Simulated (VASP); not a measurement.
Input of a VASP 6.6.1 run:

POSCAR

```
SrTiO3                                  
1.0
    3.9402048290      0.0000000000      0.0000000000
    0.0000000000      3.9402048290      0.0000000000
    0.0000000000      0.0000000000      3.9402048290
  Sr              Ti              O             
     1     1     3
Direct
     0.5000000000000000    0.5000000000000000    0.5000000000000000
     0.0000000000000000    0.0000000000000000    0.0000000000000000
     0.5000000000000000    0.0000000000000000    0.0000000000000000
     0.0000000000000000    0.5000000000000000    0.0000000000000000
     0.0000000000000000    0.0000000000000000    0.5000000000000000
```

File INCAR.step1:

```
  PREC = Accurate
  ENCUT = 520
  EDIFF = 1E-5
  ISMEAR = 0
  SIGMA = 0.03
  LREAL = False
  LASPH = True
  NELM = 80
  ALGO = Normal
  ISIF = 2
  LWAVE = True
  LCHARG = False
  LMAXMIX = 4
  NBANDS = 28
  KPAR = 2
  GGA = PE
```

Contents of INCAR.step2:

```
  PREC = Accurate
  ENCUT = 520
  EDIFF = 1E-6
  ISMEAR = 0
  SIGMA = 0.03
  LREAL = False
  LASPH = True
  NELM = 80
  ALGO = Normal
  ISIF = 2
  LWAVE = False
  LCHARG = False
  LMAXMIX = 4
  GGA = PE
  LHFCALC = True
  HFSCREEN = 0.2
  PRECFOCK = Fast
  NBANDS = 28
  KPAR = 2
  ISTART = 1
```

Contents of KPOINTS:

```
Automatic mesh
0
Gamma
  4 4 4
```

The input KPOINTS_OPT:

```
explicit points
4
Reciprocal
 0.0000000000  0.0000000000  0.0000000000 1
 0.5000000000  0.5000000000  0.0000000000 1
 0.5000000000  0.5000000000  0.5000000000 1
 0.0000000000  0.5000000000  0.0000000000 1
```

Potentials or basis: VASP PAW PBE potentials, release 64 (Sr_sv, Ti_sv, O).

Run with:

```bash
$ cat potpaw_PBE.64/Sr_sv/POTCAR potpaw_PBE.64/Ti_sv/POTCAR potpaw_PBE.64/O/POTCAR > POTCAR
$ cp INCAR.step1 INCAR
$ mpirun -np 2 vasp_std > vasp.out
$ cp INCAR.step2 INCAR
$ mpirun -np 2 vasp_std > vasp.out
```

Question: Predict the band gap on the k mesh.

Answer: 3.24 eV, indirect (least direct gap 3.64 eV).

Question: Predict the band gap along the path.

Answer: 3.24 eV, indirect (least direct gap 3.64 eV).
